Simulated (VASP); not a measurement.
Consider the following.

```
Ga3As4B
1.0
   -0.00473     5.44421     5.47169
    5.44421    -0.00473     5.47169
    2.71974     2.71974     0.00000
Ga As B
3 4 1
Direct
  0.99885   0.99885   0.00230
  0.00012   0.50124   0.99865
  0.50124   0.00012   0.99865
  0.12488   0.12488   0.25024
  0.15767   0.61331   0.22902
  0.61331   0.15767   0.22902
  0.60664   0.60664   0.28672
  0.49729   0.49729   0.00541
```

Level of theory: PBEsol GGA, VASP's PBE PAW potentials (set 64) (plane waves; VASP). Settings: 520 eV cut-off, Gaussian smearing of 0.050 eV, potentials Ga_d As B.

Question: What does the run give for the band gap (along the path) with the smallest direct gap where there is one?

Answer: 
```
Quantity                               Result
------------------------------------  -------
band gap (along the path)             0.18 eV
smallest direct gap (along the path)  0.18 eV
```

Total energies compare only between runs with the same potentials, cut-off and functional.

The structure was generated: Ga3As4B was put into an ordered model structure (Amm2), which need not be its known phase. It was relaxed first.
